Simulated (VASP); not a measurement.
Consider the following.

```
CELL_PARAMETERS angstrom
      4.30939     0.00000     0.00000
      0.00000     4.30939     0.00000
      0.00000     0.00000     2.81403
ATOMIC_POSITIONS crystal
  Mn 0.00000 0.00000 0.00000
  Mn 0.50000 0.50000 0.50000
  O  0.30261 0.30261 0.00000
  O  0.80261 0.19739 0.50000
  O  0.19739 0.80261 0.50000
  O  0.69739 0.69739 0.00000
```
Starting moments (μB, in the order of the record's atoms Mn Mn O O O O): 2.5 -2.5 0.0 0.0 0.0 0.0.

Computed with PBE GGA, VASP's PBE PAW potentials (set 64) (plane waves; VASP). Run with 620 eV cut-off, 7×7×11 Γ-centred mesh, first-order Methfessel-Paxton smearing of 0.10 eV, potentials Mn_pv O.

Energy and stress use the plane-wave basis of the starting cell.

Question: The ions, cell shape and volume at an external pressure of 30.0 GPa are relaxed. Predict the relaxed structure.

Answer: 
```
CELL_PARAMETERS angstrom
      4.26469     0.00000     0.00000
      0.00000     4.26469     0.00000
      0.00000     0.00000     2.78962
ATOMIC_POSITIONS crystal
  Mn 0.00000 0.00000 0.00000
  Mn 0.50000 0.50000 0.50000
  O  0.30208 0.30208 0.00000
  O  0.80208 0.19792 0.50000
  O  0.19792 0.80208 0.50000
  O  0.69792 0.69792 0.00000
```
Space group P4_2/mnm (136), at a tolerance of 0.03 Å. The cell ends with 0.00 μB, on the sites 2.37 -2.37 -0.04 0.04 0.04 -0.04 μB.

Question: How do energy and volume change from the first to the last step?

Answer: The energy (σ→0) changes by +39.5 meV/atom and the volume by -2.9 %, in 6 ionic steps.

```tsv
step	E(σ→0) (eV)	max force (eV/Å)	pressure (GPa)	volume (Å³)
1	-47.6788	0.001	20.07	52.26
2	-46.8309	0.406	50.10	48.28
3	-47.4523	0.133	29.83	50.80
4	-47.4469	0.136	30.02	50.77
5	-47.4359	0.102	30.05	50.71
6	-47.4416	0.003	30.04	50.74
```

The compound is MnO2 in the rutile structure. This run relaxes it under an external pressure of 30 GPa. Symmetry was kept, so distortions that lower it aren't found.
